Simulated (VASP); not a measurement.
Input:

```yaml
crystal:
  lattice:
    - [6.17922, 0.00000, 0.00000]
    - [0.00000, 6.17922, 0.00000]
    - [0.00000, 0.00000, 6.17922]
  atoms:
    - { symbol: Cs, position: [0.00000, 0.00000, 0.00000] }
    - { symbol: Sn, position: [0.50000, 0.50000, 0.50000] }
    - { symbol: I, position: [0.50000, 0.00000, 0.50000] }
    - { symbol: I, position: [0.00000, 0.50000, 0.50000] }
    - { symbol: I, position: [0.50000, 0.50000, 0.00000] }
```

These are revTPSS meta-GGA, VASP's PBE PAW potentials (set 64) (plane waves; VASP) values and carry that method's errors. Numerical set-up: 520 eV cut-off, 4×4×4 Γ-centred mesh, tetrahedra with Blöchl corrections, potentials Cs_sv Sn_d I.

The cores are frozen, which limits the accuracy of field gradients.

**Question.** Give the principal components of the electric field gradient (V/Å²) and the asymmetry η at each nucleus.

**Answer.** 
| atom | Vxx | Vyy | Vzz | η |
|---|---|---|---|---|
| Cs1 | 0.0 | 0.0 | 0.0 | - |
| Sn2 | 0.0 | 0.0 | 0.0 | - |
| I3 | -176.9 | -176.9 | 353.8 | 0.00 |
| I4 | -176.9 | -176.9 | 353.8 | 0.00 |
| I5 | -176.9 | -176.9 | 353.8 | 0.00 |

The compound is CsSnI3 in the cubic perovskite structure, the ideal cubic form; the compound distorts at low or room temperature. It was relaxed first.
